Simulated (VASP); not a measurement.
Be2C (antifluorite): the bulk modulus from VASP (plane waves, PAW) at several levels of theory. Static lattice, third-order Birch-Murnaghan fit over five volumes.

```json
[
 {"level": "LDA", "bulk modulus (GPa)": "216"},
 {"level": "PBE", "bulk modulus (GPa)": "201"},
 {"level": "PBEsol", "bulk modulus (GPa)": "205"},
 {"level": "RPBE", "bulk modulus (GPa)": "194"},
 {"level": "AM05", "bulk modulus (GPa)": "205"},
 {"level": "PBE-D3(BJ)", "bulk modulus (GPa)": "213"},
 {"level": "PBE-D4", "bulk modulus (GPa)": "210"},
 {"level": "optB88-vdW", "bulk modulus (GPa)": "200"},
 {"level": "rev-vdW-DF2", "bulk modulus (GPa)": "202"}
]
```

The cell of the LDA run:

```xyz
3
Lattice="0.0000 2.1364 2.1364 2.1364 0.0000 2.1364 2.1364 2.1364 0.0000" Properties=species:S:1:pos:R:3 pbc="T T T"
Be     1.0682     1.0682     1.0682
Be     3.2047     3.2047     3.2047
C      0.0000     0.0000     0.0000
```

Only levels that ran to the end are used. Left out are those held back, those with too coarse a band path, GW runs whose mesh misses a band edge, hybrids' fits of cells that aren't cubic and levels without matching references; a question may draw on a part of the rest.

The compound is Be2C in the antifluorite structure.
